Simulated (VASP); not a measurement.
# Ti5Si3: structure and properties in VASP, part 2 of 6

Wanted: the relaxed cell of Ti5Si3 and its properties. The start is a cell from a database of measured crystal structures.

VASP 6.6.1; LDA; plane waves and PAW (Ti_sv, Si).

Still holding for the runs below: The k-mesh is coarse for a metal.

So far. Step 2 (Full relaxation (LDA)): It ends with a largest force of 0.010 eV/Å and a pressure of -0.09 GPa. The volume lies -5.9 % from that of the database's start, which holds the thermal and zero-point expansion of its experiment. LDA is known to overbind. The relaxed cell has a = 7.347, c = 5.012 Å (conventional setting).

## 3. Second relaxation

The basis stayed that of the start cell while the cell moved. A rerun from the cell reached resets it; the error of the finite cutoff stays.

Contents of INCAR:

```
SYSTEM = Ti5Si3
PREC = Accurate
ENCUT = 400
EDIFF = 1E-06
NELM = 100
ISMEAR = 1
SIGMA = 0.2
LREAL = .FALSE.
ALGO = Normal
GGA = CA
NBANDS = 89
LASPH = .TRUE.
LORBIT = 11
LWAVE = .FALSE.
LCHARG = .FALSE.
KPAR = 8
IBRION = 2
NSW = 60
ISIF = 3
EDIFFG = -0.01
```

Contents of POSCAR:

```
Ti5Si3
1.0
    7.3467386617      0.0000000000      0.0000000000
   -3.6733693309      6.3624623161      0.0000000000
    0.0000000000      0.0000000000      5.0124668443
Ti Si
10 6
Direct
    0.3333333333      0.6666666667      0.0000000000
    0.6666666667      0.3333333333      0.5000000000
    0.6666666667      0.3333333333      0.0000000000
    0.3333333333      0.6666666667      0.5000000000
    0.2492754699      0.0000000000      0.2500000000
    0.2492754699      0.2492754699      0.7500000000
    1.0000000000      0.2492754699      0.2500000000
    0.7507245301      0.0000000000      0.7500000000
    0.7507245301      0.7507245301      0.2500000000
    0.0000000000      0.7507245301      0.7500000000
    0.6077298449      0.0000000000      0.2500000000
    0.6077298449      0.6077298449      0.7500000000
    1.0000000000      0.6077298449      0.2500000000
    0.3922701551      0.0000000000      0.7500000000
    0.3922701551      0.3922701551      0.2500000000
    0.0000000000      0.3922701551      0.7500000000
```

Contents of KPOINTS:

```
Automatic mesh
0
Gamma
4 4 5
0 0 0
```

The projector-augmented-wave data sets are Ti_sv and Si (LDA family, release 64).

Launch:

```
$ mpirun -np 8 vasp_std
```

The log of the run:

```text
[banner, memory and clock lines left out]
running    8 mpi-ranks, on    1 nodes
 distrk:  each k-point on    1 cores,    8 groups
 distr:  one band on    1 cores,    1 groups

 POSCAR found type information on POSCAR TiSi
 POSCAR found :  2 types and      16 ions
 [... a notice as in an earlier step ...]

 LDA part: xc-table for (Slater(with rela. corr.)+CA(PZ))
 , standard interpolation
 POSCAR, INCAR and KPOINTS ok, starting setup
 FFT: planning ... GRIDC
 FFT: planning ... GRID_SOFT
 FFT: planning ... GRID
 WAVECAR not read
 entering main loop
       N       E                     dE             d eps       ncg     rms          rms(c)
DAV:   1     0.180235740049E+04    0.18024E+04   -0.59144E+04  2192   0.161E+03
DAV:   2     0.124218028279E+03   -0.16781E+04   -0.16318E+04  2136   0.544E+02
DAV:   3    -0.118874362497E+03   -0.24309E+03   -0.23258E+03  3236   0.183E+02
DAV:   4    -0.151704168828E+03   -0.32830E+02   -0.32439E+02  3144   0.582E+01
DAV:   5    -0.154187094906E+03   -0.24829E+01   -0.24790E+01  3280   0.141E+01    0.374E+01
DAV:   6    -0.137238062452E+03    0.16949E+02   -0.14184E+02  2992   0.516E+01    0.164E+01
DAV:   7    -0.140222706394E+03   -0.29846E+01   -0.78929E+01  3021   0.322E+01    0.190E+01
DAV:   8    -0.134619227440E+03    0.56035E+01   -0.30867E+01  2934   0.190E+01    0.641E+00
DAV:   9    -0.134615144454E+03    0.40830E-02   -0.39291E+00  3024   0.667E+00    0.281E+00
DAV:  10    -0.134599178274E+03    0.15966E-01   -0.45943E-01  2951   0.319E+00    0.133E+00
DAV:  11    -0.134608629409E+03   -0.94511E-02   -0.64203E-02  2952   0.104E+00    0.379E-01
DAV:  12    -0.134607520405E+03    0.11090E-02   -0.15268E-02  2896   0.521E-01    0.171E-01
DAV:  13    -0.134607662856E+03   -0.14245E-03   -0.89142E-04  2800   0.148E-01    0.651E-02
DAV:  14    -0.134607643405E+03    0.19451E-04   -0.15495E-04  3080   0.542E-02    0.201E-02
DAV:  15    -0.134607639268E+03    0.41370E-05   -0.43469E-05  2832   0.318E-02    0.537E-03
DAV:  16    -0.134607639277E+03   -0.94042E-08   -0.22148E-06  1880   0.916E-03
   1 F= -.13460764E+03 E0= -.13461942E+03  d E =-.134608E+03
 curvature:   0.00 expect dE= 0.000E+00 dE for cont linesearch  0.000E+00
 trial: gam= 0.00000 g(F)=  0.367E-04 g(S)=  0.683E-03 ort = 0.000E+00 (trialstep = 0.100E+01)
 search vector abs. value=  0.719E-03
 bond charge predicted
       N       E                     dE             d eps       ncg     rms          rms(c)
DAV:   1    -0.134616253587E+03   -0.86143E-02   -0.24663E-01  2715   0.336E+00    0.792E-01
DAV:   2    -0.134608548725E+03    0.77049E-02   -0.70042E-02  2766   0.133E+00    0.286E-01
DAV:   3    -0.134608102933E+03    0.44579E-03   -0.96074E-03  3152   0.516E-01    0.206E-01
DAV:   4    -0.134607401013E+03    0.70192E-03   -0.61023E-03  2992   0.438E-01    0.756E-02
DAV:   5    -0.134607404974E+03   -0.39613E-05   -0.12478E-03  3264   0.135E-01    0.285E-02
DAV:   6    -0.134607461964E+03   -0.56990E-04   -0.17168E-04  3040   0.375E-02    0.316E-02
DAV:   7    -0.134607510758E+03   -0.48794E-04   -0.46153E-05  2831   0.170E-02    0.188E-02
DAV:   8    -0.134607547038E+03   -0.36279E-04   -0.75775E-05  2960   0.217E-02    0.409E-03
DAV:   9    -0.134607547609E+03   -0.57131E-06   -0.95289E-06  2542   0.114E-02
   2 F= -.13460755E+03 E0= -.13461921E+03  d E =0.916684E-04
 trial-energy change:    0.000092  1 .order    0.000020   -0.000719    0.000759
 step:   0.4159(harm=  0.4864)  dis= 0.00022  next Energy=  -134.607784 (dE=-0.144E-03)
 bond charge predicted
       N       E                     dE             d eps       ncg     rms          rms(c)
DAV:   1    -0.134610796291E+03   -0.32493E-02   -0.84257E-02  2687   0.196E+00    0.465E-01
DAV:   2    -0.134608151138E+03    0.26452E-02   -0.24368E-02  2713   0.780E-01    0.168E-01
DAV:   3    -0.134608000778E+03    0.15036E-03   -0.33513E-03  3160   0.310E-01    0.124E-01
DAV:   4    -0.134607741011E+03    0.25977E-03   -0.21409E-03  2957   0.255E-01    0.439E-02
DAV:   5    -0.134607740923E+03    0.88494E-07   -0.42535E-04  3295   0.783E-02    0.170E-02
DAV:   6    -0.134607759668E+03   -0.18745E-04   -0.56694E-05  3008   0.215E-02    0.184E-02
DAV:   7    -0.134607775582E+03   -0.15913E-04   -0.14293E-05  2744   0.962E-03    0.106E-02
DAV:   8    -0.134607787883E+03   -0.12301E-04   -0.27118E-05  2957   0.125E-02    0.225E-03
DAV:   9    -0.134607788008E+03   -0.12534E-06   -0.26006E-06  1834   0.637E-03
   3 F= -.13460779E+03 E0= -.13461952E+03  d E =-.148731E-03
 curvature:  -0.24 expect dE=-0.452E-05 dE for cont linesearch -0.281E-07
 trial: gam= 0.01352 g(F)=  0.106E-04 g(S)=  0.831E-05 ort = 0.920E-05 (trialstep = 0.883E+00)
 search vector abs. value=  0.193E-04
 reached required accuracy - stopping structural energy minimisation
```

The job ended after 70 s (8 MPI ranks of Intel Xeon 6975P-C (Granite Rapids), shared host; peak memory 2.7 GiB; 7.8 min of CPU time).

OUTCAR, selected parts (step 3):

```text
  LATTYP: Found a hexagonal cell.
 ALAT       =     7.3467386617
 C/A-ratio  =     0.6822710151

 Found     12 irreducible k-points:

   dimension x,y,z NGX =    48 NGY =   48 NGZ =   36
   dimension x,y,z NGXF=    96 NGYF=   96 NGZF=   72

   ENCUT  =  400.0 eV  29.40 Ry    5.42 a.u.  11.98 11.98  8.17*2*pi/ulx,y,z

   NELECT =     144.0000    total number of electrons

 E-fermi :   9.5479

 k-point     1 :       0.0000    0.0000    0.0000
  band No.  band energies     occupation
    ...
     68       8.6028      2.00000
     69       8.7899      2.00000
     70       8.8914      2.00004
     71       8.8914      2.00004
     72       9.0126      2.00101
     73       9.7456     -0.04784
     74       9.7456     -0.04784
     75      10.0377     -0.00290
     76      10.0377     -0.00290
     77      10.1744     -0.00009
    ...

 k-point     2 :       0.2500    0.0000    0.0000
  band No.  band energies     occupation
    ...
     69       8.6057      2.00000
     70       8.7575      2.00000
     71       8.9718      2.00036
     72       8.9847      2.00050
     73       9.5772      0.75474
     74       9.9150     -0.02621
     75       9.9258     -0.02247
     76      10.1025     -0.00063
     77      10.1346     -0.00027
     78      10.3444     -0.00000
    ...

  Total        0.0281334      0.0281334     -0.0342591     -0.0000000      0.0000000     -0.0000000
  in kB        0.1925786      0.1925786     -0.2345099     -0.0000000      0.0000000     -0.0000000
  external PRESSURE =       0.0502157 kB  Pullay stress =       0.0000000 kB

  energy-cutoff  :      400.00
  volume of cell :      234.06
      direct lattice vectors                 reciprocal lattice vectors
     7.344414520  0.000000000  0.000000000     0.136157892  0.078610796  0.000000000
    -3.672207260  6.360449550  0.000000000    -0.000000000  0.157221591 -0.000000000
    -0.000000000  0.000000000  5.010488717     0.000000000  0.000000000  0.199581330

 POSITION                                       TOTAL-FORCE (eV/Angst)
 -----------------------------------------------------------------------------------
     -0.00000      4.24030      0.00000        -0.000000     -0.000000      0.000000
      3.67221      2.12015      2.50524        -0.000000     -0.000000      0.000000
      3.67221      2.12015      0.00000        -0.000000     -0.000000      0.000000
     -0.00000      4.24030      2.50524        -0.000000     -0.000000      0.000000
      1.83100      0.00000      1.25262         0.005499      0.000000      0.000000
      0.91550      1.58569      3.75787         0.002750      0.004762      0.000000
      6.42891      1.58569      1.25262        -0.002750      0.004762      0.000000
      1.84121      6.36045      3.75787        -0.005499     -0.000000      0.000000
      2.75671      4.77476      1.25262        -0.002750     -0.004762      0.000000
     -2.75671      4.77476      3.75787         0.002750     -0.004762      0.000000
      4.46348      0.00000      1.25262         0.002535      0.000000     -0.000000
      2.23174      3.86549      3.75787         0.001268      0.002196      0.000000
      5.11267      3.86549      1.25262        -0.001268      0.002196     -0.000000
     -0.79127      6.36045      3.75787        -0.002535     -0.000000     -0.000000
      1.44047      2.49496      1.25262        -0.001268     -0.002196     -0.000000
     -1.44047      2.49496      3.75787         0.001268     -0.002196     -0.000000
 -----------------------------------------------------------------------------------
    total drift:                               -0.000000      0.000000      0.000000

  FREE ENERGIE OF THE ION-ELECTRON SYSTEM (eV)
  ---------------------------------------------------
  free  energy   TOTEN  =      -134.6077880083 eV

  energy  without entropy=     -134.6429812157  energy(sigma->0) =     -134.61951908

 total charge
# of ion       s       p       d       tot
------------------------------------------
    1        2.218   6.193   2.117  10.529
    2        2.218   6.193   2.117  10.529
    3        2.218   6.193   2.117  10.529
    4        2.218   6.193   2.117  10.529
    5        2.190   6.157   1.935  10.282
    6        2.190   6.157   1.935  10.282
    7        2.190   6.157   1.935  10.282
    8        2.190   6.157   1.935  10.282
    9        2.190   6.157   1.935  10.282
   10        2.190   6.157   1.935  10.282
   11        0.771   0.998   0.000   1.769
   12        0.771   0.998   0.000   1.769
   13        0.771   0.998   0.000   1.769
   14        0.771   0.998   0.000   1.769
   15        0.771   0.998   0.000   1.769
   16        0.771   0.998   0.000   1.769
--------------------------------------------------
tot         26.643  67.701  20.081 114.425

[... 4 parts as in an earlier step ...]

[... 7 further parts left out ...]
```

CONTCAR:

```
Ti5Si3
   1.00000000000000
     7.3444145200000275    0.0000000000000183    0.0000000000000000
    -3.6722072600499822    6.3604495503457237    0.0000000000000000
    -0.0000000000000000    0.0000000000000000    5.0104887174154076
  Ti              Si
    10     6
Direct
     0.3333333332999970    0.6666666667000030    0.0000000000000000
     0.6666666667000030    0.3333333332999970    0.5000000000000000
     0.6666666667000030    0.3333333332999970    0.0000000000000000
     0.3333333332999970    0.6666666667000030    0.5000000000000000
     0.2493050741940266    0.0000000000000000    0.2500000000000000
     0.2493050741940266    0.2493050741940266    0.7500000000000000
     1.0000000000000000    0.2493050741940266    0.2500000000000000
     0.7506949258059734    1.0000000000000000    0.7500000000000000
     0.7506949258059734    0.7506949258059734    0.2500000000000000
     0.0000000000000000    0.7506949258059734    0.7500000000000000
     0.6077380821443210    0.0000000000000000    0.2500000000000000
     0.6077380821443210    0.6077380821443210    0.7500000000000000
     1.0000000000000000    0.6077380821443210    0.2500000000000000
     0.3922619178556789    1.0000000000000000    0.7500000000000000
     0.3922619178556789    0.3922619178556789    0.2500000000000000
     0.0000000000000000    0.3922619178556789    0.7500000000000000
```

Little changed from the start: no atom moved by 0.005 Å and no cell edge by 0.1 %.

This step gave:

* free energy (TOTEN): -134.6078 eV
* energy at zero smearing: -134.6195 eV
* Fermi energy: 9.548 eV
* pressure: 0.005022 GPa
* SCF cycles over all ionic steps: 34

It ends with a largest force of 0.005 eV/Å and a pressure of 0.01 GPa. The volume moved by only 0.10 %, so the volume is settled.

(Continued in part 3 of 6.)

[Lines on the potential files, build, host, timing and source positions are cut from VASP's logs without a mark.]

[Logs are printed without paths, hosts, clocks, repeated set-up lines and the standing remarks that a program may print on its own settings, such as how far it seeks lower states.]

[Hosts, paths, dates, database ids (printed as entryN), source tags and the programs' standing remarks are cut or masked in the printed files.]

[A measured line is paired with the nearest computed mode of its activity, which favours agreement.]

[In band tables of VASP the shares of atoms and orbitals are scaled to a sum of 1 inside the atoms' spheres.]
